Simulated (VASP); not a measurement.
Input:

```yaml
crystal:
  lattice:
    - [2.29417, -3.97363, 0.00000]
    - [2.29417, 3.97363, 0.00000]
    - [0.00000, 0.00000, 7.46679]
  atoms:
    - { symbol: Mg, position: [0.66667, 0.33333, 0.49975] }
    - { symbol: Mg, position: [0.33333, 0.66667, 0.99975] }
    - { symbol: Te, position: [0.66667, 0.33333, 0.87625] }
    - { symbol: Te, position: [0.33333, 0.66667, 0.37625] }
```

Method: optB88-vdW, VASP's PBE PAW potentials (set 64) (plane waves; VASP). Settings: 520 eV cut-off, 6×6×4 Γ-centred mesh, tetrahedra with Blöchl corrections, potentials Mg Te.

Unless said otherwise, spin-orbit coupling is left out, though it shifts the bands of the heavy elements here.

Problem. Predict the energy per atom (σ→0), band gap (on the k-mesh) with the smallest direct gap where there is one.

Solution. 
The band gap (on the k-mesh) is 2.41 eV and the smallest direct gap (on the k-mesh) is 2.41 eV. The energy per atom (σ→0) is -1.527 eV/atom.

The absolute energy has meaning only against runs of the same code, potentials and settings.

The compound is MgTe in the wurtzite structure. It was relaxed first.
